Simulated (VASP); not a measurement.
These are PBEsol GGA, VASP's PBE PAW potentials (set 64) (plane waves; VASP) values and carry that method's errors.

VASP input:

**POSCAR**
```
PbO
1.0
  0.0000000000   2.6816760193   2.6816760193
  2.6816760193   0.0000000000   2.6816760193
  2.6816760193   2.6816760193   0.0000000000
Pb O
1 1
Cartesian
  0.0000000000   0.0000000000   0.0000000000
  1.3408380097   1.3408380097   1.3408380097
```

**KPOINTS**
```
Automatic mesh
0
Gamma
12 12 12
0 0 0
```

### INCAR
```
ALGO = Normal
EDIFF = 1E-6
EDIFFG = -0.02
ENCUT = 620
GGA = PS
IBRION = 2
ISIF = 3
ISMEAR = 1
LASPH = .True.
LCHARG = .False.
LMAXMIX = 4
LREAL = .False.
LWAVE = .False.
NELM = 100
NSW = 40
PREC = Accurate
PSTRESS = 200
SIGMA = 0.1
SYSTEM = PbO
```

POTCAR, in this order: Pb_d O (PBE.64 set). Program: vasp_std.

Energy and stress use the plane-wave basis of the starting cell. Unless said otherwise, spin-orbit coupling is left out, though it shifts the bands of the heavy elements here.

Q: Estimate the energy per atom (σ→0), volume per atom, band gap (on the k-mesh).

A: 
The energy per atom (σ→0) is -5.280 eV/atom and the band gap (on the k-mesh) is none (metal, semimetal or under 0.01 eV). The volume per atom is 17.83 Å³/atom.

OSZICAR:
```
...
DAV:   3    -0.106057490400E+02    0.26584E+00   -0.10071E+00  2842   0.242E+01    0.130E+00
DAV:   4    -0.105585444208E+02    0.47205E-01   -0.27441E-01  2324   0.967E+00    0.252E-01
DAV:   5    -0.105592020921E+02   -0.65767E-03   -0.13992E-02  2170   0.152E+00    0.119E-01
DAV:   6    -0.105595383145E+02   -0.33622E-03   -0.27598E-03  2580   0.695E-01    0.422E-02
DAV:   7    -0.105594028145E+02    0.13550E-03   -0.31532E-04  2660   0.215E-01    0.237E-02
DAV:   8    -0.105593815760E+02    0.21238E-04   -0.57057E-05  2076   0.739E-02    0.411E-03
DAV:   9    -0.105593816654E+02   -0.89384E-07   -0.40236E-06  2244   0.226E-02
   3 F= -.61068647E+01 E0= -.61069739E+01  d E =-.969128E-01
```

The structure was generated: PbO was put into the zinc blende type (F-43m), which need not be its known phase. This run relaxes it under an external pressure of 20 GPa. Symmetry was kept, so distortions that lower it aren't found.
